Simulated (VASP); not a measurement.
The system is Be3CdSe4.

```
CELL_PARAMETERS angstrom
-2.69199 2.80697 5.41194
2.73391 -2.65401 5.35551
2.71663 2.67865 -5.33420
ATOMIC_POSITIONS crystal
Be 0.72677 0.23093 0.47526
Be 0.27088 0.75289 0.52459
Be 0.98798 0.99004 0.97066
Cd 0.50685 0.50486 0.01652
Se 0.04360 0.08213 0.41312
Se 0.93097 0.35498 0.02308
Se 0.61016 0.62325 0.52270
Se 0.37620 0.89347 0.98547
```

The cell was built by a generator and needn't be a form met in nature.

* Program: VASP 6.6.1
* Task: relaxation of cell and atoms
* Functional: PBE
* Potentials or basis: VASP PAW PBE potentials, release 64 (Be, Cd, Se)
* Cutoff: 520 eV
* k mesh: 5 × 5 × 5
* Occupations: gaussian, width 0.05 eV
* Spin: no spin polarisation

At the start: pressure 1.4 GPa; volume 20.12 Å³/atom.

Where does the relaxation end?

Over 12 steps the energy falls by 91.4 meV/atom and the volume is 20.02 Å³/atom (-0.5 %); space group I-42m (No. 121, to 0.05 Å).

Step by step:
```tsv
step	energy change (eV)	largest force (eV/Å)	pressure (GPa)	volume (Å³)
1	0.0000	1.8133	1.36	160.93
2	-0.5297	0.8178	-1.56	164.90
3	-0.5793	0.4997	-2.24	166.59
4	-0.6998	0.2836	0.14	160.05
5	-0.7014	0.2781	0.46	159.28
6	-0.7200	0.1466	0.07	160.14
7	-0.7201	0.1482	0.04	160.19
8	-0.7245	0.1216	-0.07	160.43
9	-0.7276	0.0765	-0.25	160.87
10	-0.7300	0.0571	0.10	159.96
11	-0.7301	0.0565	0.17	159.75
12	-0.7313	0.0254	0.04	160.12
```

Final structure:
```cif
data_structure
_symmetry_space_group_name_H-M 'P 1'
_symmetry_Int_Tables_number 1
_cell_length_a 6.6148
_cell_length_b 6.6076
_cell_length_c 6.6071
_cell_angle_alpha 131.184
_cell_angle_beta 131.176
_cell_angle_gamma 71.487
_cell_volume 160.12
loop_
_atom_site_label
_atom_site_type_symbol
_atom_site_fract_x
_atom_site_fract_y
_atom_site_fract_z
_atom_site_occupancy
Be1 Be 0.74319 0.24267 0.49164 1
Be2 Be 0.24353 0.74275 0.49208 1
Be3 Be 0.99492 0.99154 0.99188 1
Cd1 Cd 0.49459 0.48830 0.98926 1
Se1 Se 0.07627 0.07550 0.43230 1
Se2 Se 0.91188 0.34983 0.99227 1
Se3 Se 0.63603 0.63506 0.54967 1
Se4 Se 0.35300 0.90691 0.99230 1
```
